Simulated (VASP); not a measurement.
```yaml
crystal:
  lattice:
    - [0.00000, 3.04653, 3.04653]
    - [3.04653, 0.00000, 3.04653]
    - [3.04653, 3.04653, 0.00000]
  atoms:
    - { symbol: Ge, position: [0.00000, 0.00000, 0.00000] }
    - { symbol: S, position: [0.25000, 0.25000, 0.25000] }
```

The numbers are results of PBE GGA, VASP's PBE PAW potentials (set 64) (plane waves; VASP), not measurements. Numerical set-up: 400 eV cut-off, Gaussian smearing of 0.050 eV, potentials Ge_d S.

Estimate the band gap (along the path) with the smallest direct gap where there is one.

```yaml
band gap (along the path): 0.04 eV
smallest direct gap (along the path): 0.91 eV
```

Only differences to runs with the same potentials and settings are physical.

The structure was generated: GeS was put into the zinc blende type (F-43m), which need not be its known phase. It was relaxed first, which changed the volume by +61 %.
